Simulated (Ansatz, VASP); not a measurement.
## Mg2C in two plane-wave programs

Aim: how closely do two programs agree when they are given the same cell, functional and k mesh? The cell is generated by rule, not measured, and may not be a known phase. The cell is taken from a series of runs on this material, whose earlier steps may have relaxed, scaled, displaced or heated it; both programs get it as it stands.

Main program and level: Ansatz 0.2.0; plane waves, with VASP 6.6.1 beside it; relaxation of cell and atoms at LDA.

The structure was built from a prototype and need not be the compound's stable phase.

## (1) Starting point

It takes space group Fm-3m (No. 225, cubic). The conventional cell has a = 5.356 Å, b = 5.356 Å, c = 5.356 Å, α = 90.00°, β = 90.00°, γ = 90.00°. C has 8 Mg at 2.32 Å nearest. Nearest to Mg lie 4 C at 2.32 Å. Farther neighbours are not listed.

## (2) VASP: relaxation of cell and atoms, LDA

The relaxed volume is the usual yardstick between codes: in a stiff, nearly cubic crystal its relative difference is about their pressure difference at one cell divided by the bulk modulus.

Lines of VASP's logs that name or quote its potential files are left out, and so is its time.

Input file INCAR:

```
SYSTEM = Mg2C
PREC = Accurate
ENCUT = 600
EDIFF = 1E-07
NELM = 120
ISMEAR = 0
SIGMA = 0.02
LREAL = .FALSE.
ALGO = Normal
GGA = CA
NBANDS = 10
LORBIT = 11
LWAVE = .FALSE.
LCHARG = .FALSE.
ISIF = 3
IBRION = 2
NSW = 80
EDIFFG = -0.005
LASPH = .TRUE.
GGA_COMPAT = .FALSE.
NELMIN = 4
EFERMI = MIDGAP
```

Input file POSCAR:

```
Mg2C
1.0
    0.0000000000      2.6780100000      2.6780100000
    2.6780100000      0.0000000000      2.6780100000
    2.6780100000      2.6780100000      0.0000000000
C Mg
1 2
Direct
    0.0000000000      0.0000000000      0.0000000000
    0.2500000000      0.2500000000      0.2500000000
    0.7500000000      0.7500000000      0.7500000000
```

Input file KPOINTS:

```
Automatic mesh
0
Gamma
8 8 8
0 0 0
```

Potentials, in the order of the species: C and Mg (LDA family, release 64).

Run with:

```console
$ mpirun -np 1 vasp_std
```

Numbers of over 12 decimals in the logs are rounded to 6 here.

The log of the run:

```text
[banner, memory and clock lines left out]
running    1 mpi-ranks, on    1 nodes
 distrk:  each k-point on    1 cores,    1 groups
 distr:  one band on    1 cores,    1 groups

 POSCAR found type information on POSCAR C Mg
 POSCAR found :  2 types and       3 ions
 LDA part: xc-table for (Slater(with rela. corr.)+CA(PZ))
 , standard interpolation
 POSCAR, INCAR and KPOINTS ok, starting setup
 FFT: planning ... GRIDC
 FFT: planning ... GRID_SOFT
 FFT: planning ... GRID
 WAVECAR not read
 entering main loop
       N       E                     dE             d eps       ncg     rms          rms(c)
DAV:   1     0.796295718444E+01    0.79630E+01   -0.34635E+03   580   0.734E+02
DAV:   2    -0.143367595030E+02   -0.22300E+02   -0.21374E+02   824   0.911E+01
DAV:   3    -0.157419675964E+02   -0.14052E+01   -0.14011E+01   670   0.218E+01
DAV:   4    -0.157530624725E+02   -0.11095E-01   -0.11092E-01   658   0.245E+00
DAV:   5    -0.157531243421E+02   -0.61870E-04   -0.61868E-04   638   0.177E-01    0.720E+00
DAV:   6    -0.133296721651E+02    0.24235E+01   -0.15443E+01   670   0.157E+01    0.218E+00
DAV:   7    -0.132844635087E+02    0.45209E-01   -0.17359E-01   594   0.287E+00    0.140E+00
DAV:   8    -0.132500562321E+02    0.34407E-01   -0.73750E-02   602   0.202E+00    0.560E-01
DAV:   9    -0.132476134528E+02    0.24428E-02   -0.31429E-03   626   0.305E-01    0.326E-01
DAV:  10    -0.132469449644E+02    0.66849E-03   -0.23646E-03   606   0.282E-01    0.324E-02
DAV:  11    -0.132469439601E+02    0.10044E-05   -0.12370E-05   640   0.258E-02    0.165E-02
DAV:  12    -0.132469440456E+02   -0.85497E-07   -0.50006E-07   710   0.357E-03
   1 F= -.13246944E+02 E0= -.13246944E+02  d E =-.132469E+02
 curvature:   0.00 expect dE= 0.000E+00 dE for cont linesearch  0.000E+00
 trial: gam= 0.00000 g(F)=  0.283E-50 g(S)=  0.103E-02 ort = 0.000E+00 (trialstep = 0.100E+01)
 search vector abs. value=  0.103E-02
 bond charge predicted
       N       E                     dE             d eps       ncg     rms          rms(c)
DAV:   1    -0.132478823577E+02   -0.93840E-03   -0.13767E-02   598   0.787E-01    0.136E-01
DAV:   2    -0.132473376747E+02    0.54468E-03   -0.33204E-03   646   0.246E-01    0.254E-02
DAV:   3    -0.132473343068E+02    0.33679E-05   -0.75832E-05   586   0.626E-02    0.122E-02
DAV:   4    -0.132473293180E+02    0.49887E-05   -0.45854E-06   666   0.959E-03    0.415E-03
DAV:   5    -0.132473289102E+02    0.40780E-06   -0.12569E-06   582   0.519E-03    0.162E-03
DAV:   6    -0.132473289023E+02    0.79747E-08   -0.31459E-08   308   0.138E-03
   2 F= -.13247329E+02 E0= -.13247329E+02  d E =-.384857E-03
 trial-energy change:   -0.000385  1 .order   -0.000396   -0.001034    0.000242
 step:   0.8019(harm=  0.8101)  dis= 0.00000  next Energy=   -13.247353 (dE=-0.409E-03)
 bond charge predicted
       N       E                     dE             d eps       ncg     rms          rms(c)
DAV:   1    -0.132473732392E+02   -0.44329E-04   -0.54047E-04   598   0.156E-01    0.269E-02
DAV:   2    -0.132473519746E+02    0.21265E-04   -0.13075E-04   646   0.489E-02    0.503E-03
DAV:   3    -0.132473518108E+02    0.16377E-06   -0.29642E-06   582   0.124E-02    0.240E-03
DAV:   4    -0.132473515932E+02    0.21763E-06   -0.17338E-07   318   0.191E-03    0.781E-04
DAV:   5    -0.132473515703E+02    0.22882E-07   -0.36917E-08   294   0.940E-04
   3 F= -.13247352E+02 E0= -.13247352E+02  d E =-.407525E-03
 curvature:  -0.40 expect dE=-0.369E-07 dE for cont linesearch -0.369E-07
 trial: gam=-0.00930 g(F)=  0.178E-51 g(S)=  0.912E-07 ort = 0.971E-05 (trialstep = 0.960E+00)
 search vector abs. value=  0.108E-09
 reached required accuracy - stopping structural energy minimisation
```

OUTCAR, selected parts (step 2):

```text
ion  position               nearest neighbor table
   1  0.000  0.000  0.000-   3 2.32   3 2.32   3 2.32   2 2.32   2 2.32   2 2.32   3 2.32   2 2.32

  LATTYP: Found a face centered cubic cell.
 ALAT       =     5.3560200000

 Subroutine GETGRP returns: Found 48 space group operations
 (whereof 48 operations were pure point group operations)

The static configuration has the point symmetry O_h .

 Found     29 irreducible k-points:

   k-points           NKPTS =     29   k-points in BZ     NKDIM =     29   number of bands    NBANDS=     10

   dimension x,y,z NGX =    30 NGY =   30 NGZ =   30
   dimension x,y,z NGXF=    60 NGYF=   60 NGZF=   60

   ENCUT  =  600.0 eV  44.10 Ry    6.64 a.u.   7.56  7.56  7.56*2*pi/ulx,y,z

   NELECT =       8.0000    total number of electrons

 k-points in reciprocal lattice and weights: Automatic mesh
   0.00000000  0.00000000  0.00000000       0.002
   0.12500000  0.00000000  0.00000000       0.016
   0.25000000  0.00000000  0.00000000       0.016
   0.37500000  0.00000000  0.00000000       0.016
   0.50000000  0.00000000  0.00000000       0.008
   0.12500000  0.12500000  0.00000000       0.012
   0.25000000  0.12500000  0.00000000       0.047
   0.37500000  0.12500000  0.00000000       0.047
   0.50000000  0.12500000  0.00000000       0.047
[...]
-0.37500000  0.50000000  0.12500000       0.023
  -0.25000000  0.50000000  0.25000000       0.012

 average (electrostatic) potential at core
       1 -53.2805       2 -36.4637       3 -36.4637

 E-fermi :   4.2039

 k-point     1 :       0.0000    0.0000    0.0000
  band No.  band energies     occupation
      1      -6.9326      2.00000
      2       3.8262      2.00000
      3       3.8262      2.00000
      4       3.8262      2.00000
      5       5.6813      0.00000
      6      10.5747      0.00000
      7      10.5747      0.00000
      8      10.5747      0.00000
      9      13.6071      0.00000
    ...

 k-point     2 :       0.1250    0.0000    0.0000
  band No.  band energies     occupation
      1      -6.7578      2.00000
      2       2.7103      2.00000
      3       3.7527      2.00000
      4       3.7527      2.00000
      5       6.5222      0.00000
      6      10.4522      0.00000
      7      10.7459      0.00000
      8      10.7459      0.00000
      9      12.5780      0.00000
    ...

 k-point     3 :       0.2500    0.0000    0.0000
  band No.  band energies     occupation
      1      -6.2696      2.00000
      2       1.0305      2.00000
      3       3.5934      2.00000
      4       3.5934      2.00000
      5       7.2973      0.00000
      6      10.2716      0.00000
      7      10.4055      0.00000
      8      10.4055      0.00000
      9      12.7946      0.00000
    ...

  Total       -0.0013750     -0.0013750     -0.0013750      0.0000000      0.0000000      0.0000000
  in kB       -0.0576797     -0.0576797     -0.0576797      0.0000000      0.0000000      0.0000000
  external PRESSURE =      -0.0576797 kB  Pullay stress =       0.0000000 kB

  energy-cutoff  :      600.00
  volume of cell :       38.19
      direct lattice vectors                 reciprocal lattice vectors
    -0.000000000  2.672954018  2.672954018    -0.187058960  0.187058960  0.187058960
     2.672954018  0.000000000  2.672954018     0.187058960 -0.187058960  0.187058960
     2.672954018  2.672954018 -0.000000000     0.187058960  0.187058960 -0.187058960

 POSITION                                       TOTAL-FORCE (eV/Angst)
 -----------------------------------------------------------------------------------
     -0.00000      0.00000      0.00000         0.000000      0.000000      0.000000
      1.33648      1.33648      1.33648        -0.000000     -0.000000      0.000000
      4.00943      4.00943      4.00943         0.000000      0.000000     -0.000000
 -----------------------------------------------------------------------------------
    total drift:                                0.000000     -0.000000     -0.000000

  FREE ENERGIE OF THE ION-ELECTRON SYSTEM (eV)
  ---------------------------------------------------
  free  energy   TOTEN  =       -13.2473515703 eV

  energy  without entropy=      -13.2473515703  energy(sigma->0) =      -13.24735157

 reached required accuracy - stopping structural energy minimisation

 total charge
# of ion       s       p       d       tot
------------------------------------------
    1        0.822   1.474   0.000   2.296
    2        0.204   0.205   0.051   0.460
    3        0.204   0.205   0.051   0.460
--------------------------------------------------
tot          1.230   1.884   0.102   3.216

[... 3 further parts left out ...]
```

CONTCAR:

```
Mg2C
   1.00000000000000
    -0.0000000000000000    2.6729540183394227    2.6729540183394227
     2.6729540183394227    0.0000000000000000    2.6729540183394227
     2.6729540183394227    2.6729540183394227   -0.0000000000000000
  C               Mg
     1     2
Direct
     0.0000000000000000    0.0000000000000000    0.0000000000000000
     0.2500000000000000    0.2500000000000000    0.2500000000000000
     0.7500000000000000    0.7500000000000000    0.7500000000000000
```

The run keeps the 48 symmetry operations of its start, so it cannot find a distortion of lower symmetry.

## (3) Ansatz: relaxation of cell and atoms, LDA

Ansatz runs on its default PAW (the set named soft_2) files.

The same cell, functional (in two slightly different forms), mesh and smearing now go to Ansatz, which takes its cutoff from its data sets.

Input file input.yaml:

```yaml
crystal:
  lattice:
    - [0.0, 2.6780102526, 2.6780102526]
    - [2.6780102526, 0.0, 2.6780102526]
    - [2.6780102526, 2.6780102526, 0.0]
  atoms:
    - { symbol: C, position: [0.0, 0.0, 0.0] }
    - { symbol: Mg, position: [0.25, 0.25, 0.25] }
    - { symbol: Mg, position: [0.75, 0.75, 0.75] }
kpoints:
  mp_grid: { grid: [8, 8, 8] }
hamiltonian:
  xc: lda
scf:
  occupations: { method: gaussian, width: 0.02 }
output:
  forces: true
  stress: true
  eigenvalues: true
relax:
  adjacent_minimum: "off"
  f_tol: 0.005
  max_steps: 80
  cell: { stress_tol: 0.05 }
```

Run with:

```console
$ ansatz run input.yaml --threads 4 --pin off --max-ram 7168MiB --backend cpu --events-out ev --progress --plain --runs-dir out
```

The log of the run:

```text
Engine: ansatz 0.2.0, aarch64-unknown-linux-gnu
Pseudopotentials: kind: paw
Pseudopotential: C, paw, valence charge 4, recommended cutoff 420 eV (normal), C.paw.azcp
Pseudopotential: Mg, paw, valence charge 10, recommended cutoff 420 eV (normal), Mg.paw.azcp
Functional definition: SPW92
  exchange = slater_x
  correlation = pw_c
Crystal: 3 atoms, lattice volume = 38.412 Å³
Basis set: ecut = 420 eV, 749 PW (Γ)
Bands: 16, of which v1, the nominal top of the filled ones, is band 12 counted from 1 (11 counted from 0)
Symmetry: 48 space group operations
Space group: Fm-3m (ITA 225), of the structure as read, at distance tolerance 3.4e-5 Å
k-points: 29 of 512
Non-local potential: C, projectors of the file, l = 0: 2, l = 1: 2, l = 2: 1
Non-local potential: Mg, projectors of the file, l = 0: 3, l = 1: 2, l = 2: 1
PAW form: soft (Blöchl's): semilocal exchange-correlation on the pseudo side does not see the compensation charge
PAW frozen core: C, regenerated for the run's functional, and the local potential with it (the file was generated under x = pbe(κ = 0.804, μ = 0.219515), c = pbe(β = 0.066725))
PAW frozen core: Mg, regenerated for the run's functional, and the local potential with it (the file was generated under x = pbe(κ = 0.804, μ = 0.219515), c = pbe(β = 0.066725))
PAW one-centre angular grid: C, 110 points (default); XC on 64 Gauss nodes
PAW one-centre angular grid: Mg, 110 points (default); XC on 64 Gauss nodes
Initial density: superposition of atomic densities (neutral atoms: chi_scale 0, normalization atom), corrected by the library's trained network
Initial wavefunctions: pseudopotential atomic-orbital guess
Functional: x = slater, c = lda
SCF iter   1: F=—  HF=-4045.603757 eV  |F-HF|=—  |Δ(HF+E_count)|=         —  Δρ=9.25e-3  dr2=2.64e-2  ethr=1.77e-3  ⟨swp⟩=5.9  Hψ=2324  notcnv=0
preconditioner: auto → none  [insulator: Δε(μ)=0.659 eV  Ē_g=9.600 eV  σ=0.020 eV  W_gap=1.00  n_scr=14 (ndim 8)  ℏωp=16.9 eV  f_vac=0.000  D(μ)=0.00/eV (n_scr^D=0)  ε∞_Penn≈4.1]
SCF iter   2: F=—  HF=-4045.590542 eV  |F-HF|=—  |Δ(HF+E_count)|=   1.32e-2  Δρ=2.92e-3  dr2=2.74e-3  ethr=1.10e-4  ⟨swp⟩=3.0  Hψ=1159  notcnv=0
SCF iter   3: F=—  HF=-4045.589360 eV  |F-HF|=—  |Δ(HF+E_count)|=   1.18e-3  Δρ=4.56e-4  dr2=5.33e-5  ethr=1.14e-5  ⟨swp⟩=2.8  Hψ=898  notcnv=0
SCF iter   4: F=—  HF=-4045.589347 eV  |F-HF|=—  |Δ(HF+E_count)|=   1.30e-5  Δρ=2.96e-5  dr2=2.76e-7  ethr=2.22e-7  ⟨swp⟩=1.2  Hψ=488  notcnv=0
iter 5 did not close the SCF: its close was put off for the readings that it lacked (scf_convergence_deferred on its scf_iter line)
SCF iter   5: F=-4045.589347 eV  HF=-4045.589347 eV  |F-HF|=4.98e-10  |Δ(HF+E_count)|=   6.79e-8  Δρ=4.75e-6  dr2=6.32e-9  ethr=1.15e-9  ⟨swp⟩=2.0  Hψ=588  notcnv=0
SCF iter   6: F=-4045.589347 eV  HF=-4045.589347 eV  |F-HF|=6.78e-11  |Δ(HF+E_count)|=   1.66e-9  Δρ=5.65e-7  dr2=6.06e-11  ethr=2.63e-11  ⟨swp⟩=2.0  Hψ=1209  notcnv=0
SCF 1 converged in 6 iterations: F = -4045.589347 eV  dr2 = 6.06e-11
  greatest PAW one-centre occupation: 1.000 electrons in one spin orbital (limit 2), on the Mg atom at site 2 (counted from 0), in its partial waves of l = 1
relax step   1: F+E_penalty+E_count = -4045.58934660 eV  Δ(F+E_penalty+E_count) = +0.000e0 eV  max|allowed force component| = 4.318e-17 eV/Å  Δτ_max = 0.0000 Å  P = +0.069 GPa  Ω = 38.412 Å³  (6 SCF iters, dr2 threshold 1.00e-7 eV, accepted)
[...]
relax step   2: F+E_penalty+E_count = -4045.58933283 eV  Δ(F+E_penalty+E_count) = +1.377e-5 eV  max|allowed force component| = 5.551e-17 eV/Å  Δτ_max = 0.0000 Å  P = +0.026 GPa  Ω = 38.428 Å³  energy of the carried Pulay correction = -1.845e-5 eV  (7 SCF iters, dr2 threshold 1.18e-8 eV, accepted)
[...]
relax step   3: F+E_penalty+E_count = -4045.58934873 eV  Δ(F+E_penalty+E_count) = -1.590e-5 eV  max|allowed force component| = 1.110e-16 eV/Å  Δτ_max = 0.0000 Å  P = +0.027 GPa  Ω = 38.428 Å³  stress off target by 2.66e-2 GPa  SCF on the basis re-selected at this cell (its energy is not comparable with the rows above)  (7 SCF iters)
basis re-selected at this cell: Δ(F+E_penalty+E_count) = -1.590e-5 eV, ΔP = +0.001 GPa vs the last step (what re-selecting the basis moved, of the pressure what is left beyond the Pulay correction that the steps carried, after the strain that the cell walked since its last selection, with what the two solves' SCF thresholds leave and, on support functions, any second-order correction that the steps lacked; it is no m [...]
SCF converged after 7 iterations
Free energy (F): -4045.589349 eV
Harris-Foulkes:  -4045.589349 eV  (|F-HF|=4.55e-13)
Internal energy: -4045.589349 eV  (E = F + TS)
E sigma→0 (E₀):  -4045.589349 eV
Fermi energy:    8.229074 eV
--- Per-component energies (eV) ---
  E_band       = -632.639721
  E_kinetic    = 241.376931
  E_local      = -3046.413003  (includes V_loc(G=0)·N_el)
  E_nonlocal   = 219.489961
  E_hartree    = 1074.848640
  E_xc         = -106.948886
  E_vxc        = -136.386595  (∫ρ·V_xc dr)
  E_paw        = -631.848992  (= ΣΔE_a)
  E_vpaw       = -60.404319  (= ΣTr[D̂ρ^β])
  E_aug_tail   = 0.000022  (compensation charges beyond the density's cutoff)
  E_ewald      = -1796.457814
  E_core_change = 0.363791  (= ΣΔE_core)
  E_smearing   = -0.000000  (= −TS)
  E_closure    = 0.000000  (closes the sum)
  Σ components = -4045.589349   (vs F -4045.589349, Δ=0.00e0)
--- Forces (eV/Å), atoms counted from 1 ---
  atom   1  C      0.00000000    -0.00000000    -0.00000000
  atom   2  Mg    -0.00000000    -0.00000000    -0.00000000
  atom   3  Mg     0.00000000     0.00000000    -0.00000000
  max |Σ_I F_I| component: 8.33e-17 eV/Å
--- Stress (GPa, compression-positive) ---
        0.026552      -0.000000      -0.000000
       -0.000000       0.026552      -0.000000
       -0.000000      -0.000000       0.026552
  P = ⅓ Tr σ = 0.0266 GPa (0.266 kbar)
--- Band table (eV; the first three rows and the last of 29) ---
  k-point 0: bands = [... 8 lower, -2.8891, 7.8462, 7.8462, 7.8462, 9.6498, 14.5455, 14.5455, 14.5455]
  k-point 1: bands = [... 8 lower, -2.7135, 6.7282, 7.7730, 7.7730, 10.4953, 14.4198, 14.7178, 14.7178]
  k-point 2: bands = [... 8 lower, -2.2244, 5.0582, 7.6135, 7.6135, 11.2666, 14.2440, 14.3932, 14.3932]
  k-point 28: bands = [... 8 lower, -0.6430, 4.7233, 4.7233, 5.3686, 11.1071, 14.2339, 14.9405, 14.9405]
--- Relaxed structure (2 steps of the walk, 2 accepted, 1 SCFs on fresh bases) ---
  F+E_penalty+E_count = -4045.58934873 eV   max|allowed force component| = 1.110e-16 eV/Å   (the final SCF, on the basis selected at the relaxed cell)
  cell:  # Å, volume = 38.4278 Å³
    - [0, 2.678378, 2.678378]
    - [2.678378, 0, 2.678378]
    - [2.678378, 2.678378, 0]
  atoms:
    - { symbol: C, position: [0, 0, 0] }
    - { symbol: Mg, position: [0.250000, 0.250000, 0.250000] }
    - { symbol: Mg, position: [0.750000, 0.750000, 0.750000] }
```

Reading the cycles: dr2 is the Hartree energy of the density residual (eV), the measure of convergence; HF is the Harris–Foulkes estimate of the energy, which meets the free energy F at convergence.

## (4) Differences

Known differences besides the potentials themselves: the two LDA forms differ slightly; the data sets hold 24 valence electrons in Ansatz (on its default PAW (the set named soft_2) files) and 8 in VASP; the cutoff is 420 eV in Ansatz and 600 eV in VASP; VASP's log shows a relativistic correction to its local exchange, Ansatz's none; Ansatz adds a Pulay correction to the stress that steers its cell, VASP none. Total energies have different zeros and are not compared.

The two programs side by side:

| quantity | Ansatz | VASP | difference |
| --- | --- | --- | --- |
| volume (Å³) | 38.43 | 38.19 | +0.61 % |
| edge a after relaxation, in the typed setting (Å) | 3.788 | 3.780 | +0.20 % |

## (5) Outcome

```yaml
difference_in_volume_relaxation_of_cell_and_atoms_lda: 0.61 %
```

What this shows: The difference in volume is 0.61 % (relaxation of cell and atoms, LDA), within the 1.2 % picked in this series as the mark of a large difference, as far as the stopping tolerances let one tell. The data sets hold unlike numbers of valence electrons (24 in Ansatz and 8 in VASP), so part of the differences comes from the potentials. 1 further run of this series is not shown here. How closely two codes agree says nothing of how well the functional describes the real material.

[Lines on the potential files, build, host, timing and source positions are cut from VASP's logs without a mark.]

[Logs are printed without paths, hosts, clocks, repeated set-up lines and the standing remarks that a program may print on its own settings, such as how far it seeks lower states.]

[Hosts, paths, dates, database ids (printed as entryN), source tags and the programs' standing remarks are cut or masked in the printed files.]
